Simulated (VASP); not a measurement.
Input:

```
CELL_PARAMETERS angstrom
     -1.62998     1.62998     1.62998
      1.62998    -1.62998     1.62998
      1.62998     1.62998    -1.62998
ATOMIC_POSITIONS crystal
  Ta 0.00000 0.00000 0.00000
```

Method: LDA (Ceperley-Alder, Perdew-Zunger), VASP's LDA PAW potentials (set 64) (plane waves; VASP). Numerical set-up: 400 eV cut-off, Gaussian smearing of 0.050 eV, potentials Ta_pv.

### Question
Give the energies of bands 4 to 8 at the high-symmetry points, in eV from the Fermi level.

### Answer

```csv
band,Γ,H,N,P
4,-7.97,-4.04,-4.53,-1.21
5,0.68,-4.04,-1.69,-1.21
6,0.68,7.12,1.94,-1.21
7,0.68,7.12,3.99,5.23
8,4.08,7.12,5.05,5.23
```

It has no gap at this level: it comes out as a metal or semimetal.

The structure comes from a computed database's Ta entry (Im-3m); how it stands against other phases isn't given here. It was relaxed first.
